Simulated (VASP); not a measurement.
Given:

```
Mg2Si
1.0
    0.00000     3.14094     3.14094
    3.14094     0.00000     3.14094
    3.14094     3.14094     0.00000
Mg Si
2 1
Cartesian
  1.57047   1.57047   1.57047
  4.71141   4.71141   4.71141
  0.00000   0.00000   0.00000
```

Level of theory: PBE GGA with D3 dispersion (zero damping), VASP's PBE PAW potentials (set 64) (plane waves; VASP 6.6.1). Settings: 520 eV cut-off, Gaussian smearing of 0.050 eV, potentials Mg Si.

Problem. Give the energies of bands 2 to 7 at the high-symmetry points, in eV from the valence-band maximum.

Solution. 
```csv
band,Γ,X,U,L,W
2,0.00,-4.51,-4.08,-4.86,-3.66
3,0.00,-1.99,-3.52,-0.71,-3.66
4,0.00,-1.99,-1.66,-0.71,-2.73
5,2.07,0.16,0.70,1.39,2.68
6,2.61,0.46,3.04,2.57,3.66
7,2.61,8.12,5.94,2.57,3.66
```

The gap is indirect, 0.16 eV, from the valence maximum at Γ to the conduction minimum at X.

Measured: gap 0.77 eV (computed value off by -0.61 eV), as given by Byungki Ryu et al., Journal of the Korean Physical Society (2019), arXiv:1905.06140.

The compound is Mg2Si in the antifluorite structure. It was relaxed first.
